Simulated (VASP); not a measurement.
## GdCdPd (space group P-62m): computed properties

All values below come from r2SCAN meta-GGA, VASP's PBE PAW potentials (set 64) (plane waves; VASP 6.6.1).

```
Quantity                                                                               Result
----------------------------------  ---------------------------------------------------------
space group                                                                       P-62m (189)
cell                                a = b = 7.596 Å, c = 3.924 Å, α = β = 90.00°, γ = 120.00°
volume per atom                                                                 21.79 Å³/atom
band gap (over mesh and band path)                   none (metal, semimetal or under 0.01 eV)
density                                                                            9.55 g/cm³
```

```cif
data_Cd3Gd3Pd3
_chemical_formula_sum 'Gd3 Pd3 Cd3'
_space_group_name_H-M_alt 'P 1'
_space_group_IT_number 1
_cell_length_a 7.59595
_cell_length_b 7.59595
_cell_length_c 3.92403
_cell_angle_alpha 90.000
_cell_angle_beta 90.000
_cell_angle_gamma 120.000
loop_
_space_group_symop_operation_xyz
  'x, y, z'
loop_
_atom_site_label
_atom_site_type_symbol
_atom_site_fract_x
_atom_site_fract_y
_atom_site_fract_z
_atom_site_occupancy
Gd1 Gd 0.59496 0.00000 0.00000 1
Gd2 Gd 0.40504 0.40504 0.00000 1
Gd3 Gd 0.00000 0.59496 0.00000 1
Pd1 Pd 0.00000 0.00000 0.00000 1
Pd2 Pd 0.66667 0.33333 0.50000 1
Pd3 Pd 0.33333 0.66667 0.50000 1
Cd1 Cd 0.25639 0.00000 0.50000 1
Cd2 Cd 0.74361 0.74361 0.50000 1
Cd3 Cd 0.00000 0.25639 0.50000 1
```

The 4f electrons are frozen in the core of the lanthanide potential, so 4f levels, which can set the real gap, and their magnetism are missing.

The structure comes from a measured GdCdPd entry (P-62m) of the Crystallography Open Database, whose conditions weren't checked. It was relaxed first. Symmetry was kept, so distortions that lower it aren't found. The electron count is odd and the run is not spin-polarised, which forces a metal.
